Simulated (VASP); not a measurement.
The input files of a VASP run:

**KPOINTS**
```
Automatic mesh
0
Gamma
6 6 6
0 0 0
```

### INCAR
```
SYSTEM = Ag2O
PREC = Accurate; ENCUT = 520; LREAL = .FALSE.
LASPH = .TRUE.
EDIFF = 1E-6; NELM = 100; ALGO = Normal
LMAXMIX = 4
ISMEAR = 1; SIGMA = 0.1
GGA = MK; LUSE_VDW = .TRUE.; AGGAC = 0.0
PARAM1 = 0.1234568; PARAM2 = 0.7114; ZAB_VDW = -1.8867
IBRION = 2; NSW = 60; ISIF = 3
EDIFFG = -0.02
LWAVE = .FALSE.; LCHARG = .FALSE.
```

POSCAR:
```
Ag2O
1.0
  4.7575893566   0.0000000000   0.0000000000
  0.0000000000   4.7575893566   0.0000000000
  0.0000000000   0.0000000000   4.7575893566
Ag O
4 2
Cart
  3.5681920174   1.1893973391   3.5681920174
  1.1893973391   3.5681920174   3.5681920174
  3.5681920174   3.5681920174   1.1893973391
  1.1893973391   1.1893973391   1.1893973391
  0.0000000000   0.0000000000   0.0000000000
  2.3787946783   2.3787946783   2.3787946783
```

POTCAR, in this order: Ag O (PBE.64 set). Program: vasp_std.

### Question
Translate this rev-vdW-DF2 calculation to Quantum ESPRESSO's pw.x.

### Answer
One equivalent input (not run):
```
&CONTROL
  calculation = 'vc-relax'
  pseudo_dir = './pseudo'
  outdir = './out'
  tprnfor = .true.
  tstress = .true.
  nstep = 60
  forc_conv_thr = 0.00078
/
&SYSTEM
  ibrav = 0
  nat = 6
  ntyp = 2
  ecutwfc = 84
  occupations = 'smearing'
  smearing = 'methfessel-paxton'
  degauss = 0.00735
  input_dft = 'vdw-df2-b86r'
/
&ELECTRONS
  conv_thr = 7.3e-08
  electron_maxstep = 100
/
&IONS
/
&CELL
/
ATOMIC_SPECIES
  Ag 107.868 Ag.upf
  O 15.999 O.upf
CELL_PARAMETERS angstrom
     4.7575894    0.0000000    0.0000000
     0.0000000    4.7575894   -0.0000000
     0.0000000    0.0000000    4.7575894
ATOMIC_POSITIONS crystal
  Ag   0.7500000  0.2500000  0.7500000
  Ag   0.2500000  0.7500000  0.7500000
  Ag   0.7500000  0.7500000  0.2500000
  Ag   0.2500000  0.2500000  0.2500000
  O    0.0000000  0.0000000  0.0000000
  O    0.5000000  0.5000000  0.5000000
K_POINTS automatic
  6 6 6 0 0 0
```
Limits of the translation: the potentials are each code's own (VASP's PAW set, PseudoDojo norm-conserving files in pw.x), so ENCUT and ecutwfc are chosen apart and not converted; conv_thr bounds pw.x's estimated SCF error, while EDIFF bounds the energy change between steps; forc_conv_thr acts on force components and is met together with etot_conv_thr.

The compound is Ag2O in the cuprite structure. It was relaxed first. The start is the result of an earlier pass.
